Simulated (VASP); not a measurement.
Level of theory: PBE GGA, VASP's PBE PAW potentials (set 64) (plane waves; VASP 6.6.1).

The input files of a VASP run:

**POSCAR**
```
Bi2Se3
1
    4.1885037065     0.0000000000     0.0000000000
   -2.0942518532     3.6273504361     0.0000000000
    0.0000000000     0.0000000000    30.7363051534
Bi Se
6 9
Direct
  0.3333330000   0.6666670000   0.2656670000
  0.3333330000   0.6666670000   0.0676670000
  0.0000000000   0.0000000000   0.5990000000
  0.0000000000   0.0000000000   0.4010000000
  0.6666670000   0.3333330000   0.9323330000
  0.6666670000   0.3333330000   0.7343330000
  0.0000000000   0.0000000000   0.0000000000
  0.6666670000   0.3333330000   0.1213330000
  0.0000000000   0.0000000000   0.2120000000
  0.6666670000   0.3333330000   0.3333330000
  0.3333330000   0.6666670000   0.4546670000
  0.6666670000   0.3333330000   0.5453330000
  0.3333330000   0.6666670000   0.6666670000
  0.0000000000   0.0000000000   0.7880000000
  0.3333330000   0.6666670000   0.8786670000
```

KPOINTS:
```
Automatic mesh
0
G
 8 8 1
0 0 0
```

INCAR:
```
# general
SYSTEM =Bi2Se3
PREC   =Normal
ENCUT  =400   # plane-wave cut-off (eV)
LREAL  =F   # projection in real space or not
LASPH  =T   # aspherical one-centre terms

# electronic loop
EDIFF  =1E-5   # SCF stop (eV)
NELM   =100   # most electronic steps
NELMIN =4
ALGO   =Fast
LMAXMIX=4   # l cut-off of mixed one-centre charges

# smearing
ISMEAR =0
SIGMA  =0.05

# functional
GGA    =PE   # PBE

# ions
IBRION =2
NSW    =20
ISIF   =2
EDIFFG =-0.03   # ionic stop

# output
LWAVE  =F
LCHARG =F
```

POTCAR, in this order: Bi_d Se (PBE.64 set). Program: vasp_std.

Output of the run:

### OSZICAR
```
...
RMM:   7    -0.603296363629E+02   -0.12078E+00   -0.25541E+00  2176   0.340E+00    0.274E+00
RMM:   8    -0.603196120354E+02    0.10024E-01   -0.28361E-01  1890   0.207E+00    0.597E-01
RMM:   9    -0.603168940270E+02    0.27180E-02   -0.69373E-02  2125   0.101E+00    0.177E-01
RMM:  10    -0.603191094125E+02   -0.22154E-02   -0.22242E-02  2324   0.454E-01    0.109E-01
RMM:  11    -0.603194078803E+02   -0.29847E-03   -0.37133E-03  2450   0.196E-01    0.309E-02
RMM:  12    -0.603194796618E+02   -0.71782E-04   -0.92719E-04  2381   0.783E-02    0.244E-02
RMM:  13    -0.603194903130E+02   -0.10651E-04   -0.16930E-04  1901   0.364E-02    0.567E-03
RMM:  14    -0.603194934661E+02   -0.31531E-05   -0.36402E-05  1253   0.202E-02
   1 F= -.60319493E+02 E0= -.60319493E+02  d E =-.603195E+02
       N       E                     dE             d eps       ncg     rms          rms(c)
DAV:   1    -0.603801329604E+02   -0.60643E-01   -0.38586E+00  1928   0.437E+00    0.655E-01
RMM:   2    -0.603979247105E+02   -0.17792E-01   -0.20554E-01  1807   0.110E+00    0.938E-02
RMM:   3    -0.604006331405E+02   -0.27084E-02   -0.30813E-02  2391   0.523E-01    0.159E-01
RMM:   4    -0.604006165707E+02    0.16570E-04   -0.37933E-03  1992   0.188E-01    0.111E-01
RMM:   5    -0.604005171400E+02    0.99431E-04   -0.12992E-03  1679   0.103E-01    0.189E-02
RMM:   6    -0.604005493451E+02   -0.32205E-04   -0.35041E-04  1948   0.556E-02    0.157E-02
RMM:   7    -0.604005514467E+02   -0.21016E-05   -0.59408E-05  1492   0.230E-02
   2 F= -.60400551E+02 E0= -.60400551E+02  d E =-.810580E-01
       N       E                     dE             d eps       ncg     rms          rms(c)
DAV:   1    -0.603302279100E+02    0.70321E-01   -0.32906E+01  1808   0.128E+01    0.236E+00
RMM:   2    -0.604787941206E+02   -0.14857E+00   -0.17168E+00  1773   0.320E+00    0.297E-01
RMM:   3    -0.604998841211E+02   -0.21090E-01   -0.24293E-01  2363   0.152E+00    0.541E-01
RMM:   4    -0.604998516664E+02    0.32455E-04   -0.32878E-02  2205   0.576E-01    0.407E-01
RMM:   5    -0.604988869834E+02    0.96468E-03   -0.13379E-02  1794   0.321E-01    0.512E-02
RMM:   6    -0.604990880282E+02   -0.20104E-03   -0.29355E-03  2197   0.174E-01    0.462E-02
RMM:   7    -0.604990688751E+02    0.19153E-04   -0.64529E-04  1777   0.699E-02    0.240E-02
RMM:   8    -0.604990854254E+02   -0.16550E-04   -0.14731E-04  1883   0.327E-02    0.125E-02
RMM:   9    -0.604990851852E+02    0.24026E-06   -0.27242E-05  1210   0.148E-02
   3 F= -.60499085E+02 E0= -.60499085E+02  d E =-.179592E+00
       N       E                     dE             d eps       ncg     rms          rms(c)
DAV:   1    -0.604947638684E+02    0.43216E-02   -0.22735E+01  1890   0.139E+01    0.663E-01
RMM:   2    -0.605412918608E+02   -0.46528E-01   -0.54497E-01  1982   0.370E+00    0.262E-01
RMM:   3    -0.605630198228E+02   -0.21728E-01   -0.23592E-01  2389   0.213E+00    0.196E-01
RMM:   4    -0.605641785775E+02   -0.11588E-02   -0.15868E-02  2210   0.535E-01    0.185E-01
RMM:   5    -0.605642752621E+02   -0.96685E-04   -0.41879E-03  2147   0.264E-01    0.115E-01
RMM:   6    -0.605642728668E+02    0.23954E-05   -0.90501E-04  1954   0.103E-01    0.475E-02
RMM:   7    -0.605642344320E+02    0.38435E-04   -0.32361E-04  1999   0.902E-02    0.297E-02
RMM:   8    -0.605642179788E+02    0.16453E-04   -0.13049E-04  1973   0.464E-02    0.105E-02
RMM:   9    -0.605642215406E+02   -0.35618E-05   -0.53537E-05  1614   0.277E-02
   4 F= -.60564222E+02 E0= -.60564222E+02  d E =-.651364E-01
       N       E                     dE             d eps       ncg     rms          rms(c)
DAV:   1    -0.602780355298E+02    0.28618E+00   -0.10557E+02  1860   0.310E+01    0.153E+00
RMM:   2    -0.605345581138E+02   -0.25652E+00   -0.29251E+00  1993   0.835E+00    0.624E-01
RMM:   3    -0.606557600906E+02   -0.12120E+00   -0.13209E+00  2382   0.505E+00    0.448E-01
RMM:   4    -0.606624931139E+02   -0.67330E-02   -0.86192E-02  2208   0.127E+00    0.424E-01
RMM:   5    -0.606638775539E+02   -0.13844E-02   -0.26695E-02  2178   0.666E-01    0.285E-01
RMM:   6    -0.606638423084E+02    0.35246E-04   -0.44200E-03  1975   0.228E-01    0.124E-01
RMM:   7    -0.606635188807E+02    0.32343E-03   -0.18408E-03  1928   0.216E-01    0.819E-02
RMM:   8    -0.606633647283E+02    0.15415E-03   -0.90737E-04  1960   0.131E-01    0.249E-02
RMM:   9    -0.606633835337E+02   -0.18805E-04   -0.30302E-04  2388   0.701E-02    0.111E-02
RMM:  10    -0.606633887659E+02   -0.52322E-05   -0.44657E-05  1413   0.275E-02
   5 F= -.60663389E+02 E0= -.60663389E+02  d E =-.164304E+00
       N       E                     dE             d eps       ncg     rms          rms(c)
DAV:   1    -0.596744463982E+02    0.98894E+00   -0.44956E+02  2124   0.709E+01    0.310E+00
RMM:   2    -0.604700172894E+02   -0.79557E+00   -0.90781E+00  1991   0.145E+01    0.848E-01
RMM:   3    -0.606641954602E+02   -0.19418E+00   -0.20679E+00  2276   0.688E+00    0.866E-01
RMM:   4    -0.606832852500E+02   -0.19090E-01   -0.29559E-01  2373   0.243E+00    0.741E-01
RMM:   5    -0.606827818679E+02    0.50338E-03   -0.43568E-02  2125   0.817E-01    0.342E-01
RMM:   6    -0.606840444909E+02   -0.12626E-02   -0.15016E-02  2130   0.413E-01    0.133E-01
RMM:   7    -0.606834323527E+02    0.61214E-03   -0.37412E-03  2067   0.204E-01    0.458E-02
RMM:   8    -0.606835489186E+02   -0.11657E-03   -0.16441E-03  2315   0.111E-01    0.382E-02
RMM:   9    -0.606835329782E+02    0.15940E-04   -0.55733E-04  1836   0.684E-02    0.266E-02
RMM:  10    -0.606835083289E+02    0.24649E-04   -0.93032E-05  1780   0.383E-02    0.535E-03
RMM:  11    -0.606835092763E+02   -0.94748E-06   -0.44551E-05  1355   0.187E-02
   6 F= -.60683509E+02 E0= -.60683509E+02  d E =-.184424E+00
       N       E                     dE             d eps       ncg     rms          rms(c)
DAV:   1    -0.604129246517E+02    0.27058E+00   -0.79190E+01  1860   0.268E+01    0.128E+00
RMM:   2    -0.606040337861E+02   -0.19111E+00   -0.21730E+00  1991   0.732E+00    0.598E-01
RMM:   3    -0.606998085440E+02   -0.95775E-01   -0.10098E+00  2403   0.437E+00    0.402E-01
RMM:   4    -0.607043722453E+02   -0.45637E-02   -0.63523E-02  2155   0.110E+00    0.337E-01
RMM:   5    -0.607052600819E+02   -0.88784E-03   -0.19740E-02  2199   0.563E-01    0.233E-01
RMM:   6    -0.607051650380E+02    0.95044E-04   -0.24887E-03  1891   0.188E-01    0.109E-01
RMM:   7    -0.607051381033E+02    0.26935E-04   -0.12715E-03  1939   0.170E-01    0.719E-02
RMM:   8    -0.607050319712E+02    0.10613E-03   -0.55578E-04  2094   0.108E-01    0.189E-02
RMM:   9    -0.607050497752E+02   -0.17804E-04   -0.22314E-04  2184   0.533E-02    0.176E-02
RMM:  10    -0.607050569812E+02   -0.72060E-05   -0.45811E-05  1450   0.273E-02
   7 F= -.60705057E+02 E0= -.60705057E+02  d E =-.205972E+00
       N       E                     dE             d eps       ncg     rms          rms(c)
DAV:   1    -0.607038862811E+02    0.11635E-02   -0.46901E-01  1920   0.198E+00    0.996E-02
RMM:   2    -0.607047107473E+02   -0.82447E-03   -0.10713E-02  2001   0.475E-01    0.339E-02
RMM:   3    -0.607050600600E+02   -0.34931E-03   -0.36944E-03  2402   0.267E-01    0.228E-02
RMM:   4    -0.607050776849E+02   -0.17625E-04   -0.24193E-04  2099   0.660E-02    0.199E-02
RMM:   5    -0.607050786066E+02   -0.92176E-06   -0.62920E-05  1478   0.340E-02
   8 F= -.60705079E+02 E0= -.60705079E+02  d E =-.205993E+00
       N       E                     dE             d eps       ncg     rms          rms(c)
DAV:   1    -0.607052613764E+02   -0.18369E-03   -0.67147E-02  1904   0.528E-01    0.822E-02
RMM:   2    -0.607055582366E+02   -0.29686E-03   -0.34851E-03  1537   0.134E-01    0.123E-02
RMM:   3    -0.607055997446E+02   -0.41508E-04   -0.50980E-04  1786   0.629E-02    0.212E-02
RMM:   4    -0.607056002607E+02   -0.51612E-06   -0.69004E-05  1613   0.258E-02
   9 F= -.60705600E+02 E0= -.60705600E+02  d E =-.521654E-03
```

File OUTCAR:
```
------------------------ aborting loop because EDIFF is reached ----------------------------------------
  FORCE on cell =-STRESS in cart. coord.  units (eV):
  Direction    XX          YY          ZZ          XY          YZ          ZX
  --------------------------------------------------------------------------------------
  Total        0.2563645      0.2563645      0.3018264      0.0000000      0.0000000      0.0000000
  in kB        0.8795659      0.8795658      1.0355419      0.0000000      0.0000000      0.0000000
  external PRESSURE =       0.9315579 kB  Pullay stress =       0.0000000 kB
  volume of cell :      466.98
      direct lattice vectors                 reciprocal lattice vectors
     4.188503706  0.000000000  0.000000000     0.238748744  0.137841658  0.000000000
    -2.094251853  3.627350436  0.000000000     0.000000000  0.275683317  0.000000000
     0.000000000  0.000000000 30.736305153     0.000000000  0.000000000  0.032534815
 POSITION                                       TOTAL-FORCE (eV/Angst)
 -----------------------------------------------------------------------------------
     -0.00000      2.41823      8.29809         0.000000      0.000000      0.008259
     -0.00000      2.41823      1.94737        -0.000000     -0.000000     -0.008259
      0.00000      0.00000     18.54351        -0.000000      0.000000      0.008259
     -0.00000      0.00000     12.19279         0.000000     -0.000000     -0.008259
      2.09425      1.20912     28.78894        -0.000000      0.000000      0.008259
      2.09425      1.20912     22.43822         0.000000     -0.000000     -0.008259
      0.00000      0.00000      0.00000        -0.000000     -0.000000      0.000000
      2.09425      1.20912      3.51029        -0.000000      0.000000      0.011573
     -0.00000      0.00000      6.73514         0.000000     -0.000000     -0.011573
      2.09425      1.20912     10.24542         0.000000     -0.000000      0.000000
     -0.00000      2.41823     13.75574        -0.000000      0.000000      0.011573
      2.09425      1.20912     16.98056         0.000000     -0.000000     -0.011573
     -0.00000      2.41823     20.49088        -0.000000     -0.000000      0.000000
      0.00000      0.00000     24.00117        -0.000000      0.000000      0.011573
     -0.00000      2.41823     27.22602         0.000000     -0.000000     -0.011573
 -----------------------------------------------------------------------------------
    total drift:                                0.000000      0.000000      0.000000
  FREE ENERGIE OF THE ION-ELECTRON SYSTEM (eV)
  ---------------------------------------------------
  free  energy   TOTEN  =       -60.7056002607 eV

  energy  without entropy=      -60.7056002607  energy(sigma->0) =      -60.70560026

 reached required accuracy - stopping structural energy minimisation
```
(Selected blocks of OUTCAR.)

**CONTCAR**
```
Bi2Se3
   1.00000000000000
     4.1885037064999997    0.0000000000000000    0.0000000000000000
    -2.0942518531999998    3.6273504361000000    0.0000000000000000
     0.0000000000000000    0.0000000000000000   30.7363051534000000
  Bi              Se
     6     9
Direct
     0.3333330000000032    0.6666669999999968    0.2699768030487988
     0.3333330000000032    0.6666669999999968    0.0633571969512018
     0.0000000000000000    0.0000000000000000    0.6033098030487950
     0.0000000000000000    0.0000000000000000    0.3966901969512051
     0.6666669999999968    0.3333330000000032    0.9366428030487982
     0.6666669999999968    0.3333330000000032    0.7300231969512011
     0.0000000000000000    0.0000000000000000    0.0000000000000000
     0.6666669999999968    0.3333330000000032    0.1142065947917674
     0.0000000000000000    0.0000000000000000    0.2191264052082358
     0.6666669999999968    0.3333330000000032    0.3333330000000032
     0.3333330000000032    0.6666669999999968    0.4475405947917681
     0.6666669999999968    0.3333330000000032    0.5524594052082319
     0.3333330000000032    0.6666669999999968    0.6666669999999968
     0.0000000000000000    0.0000000000000000    0.7808735947917642
     0.3333330000000032    0.6666669999999968    0.8857934052082326
```

Without a dispersion term in the relaxation, distances and binding between the weakly bound layers, chains or molecules are unreliable, and so is what depends on them.

The compound is Bi2Se3 in the tetradymite structure. This run relaxes the ions in a fixed cell. Symmetry was kept, so distortions that lower it aren't found.
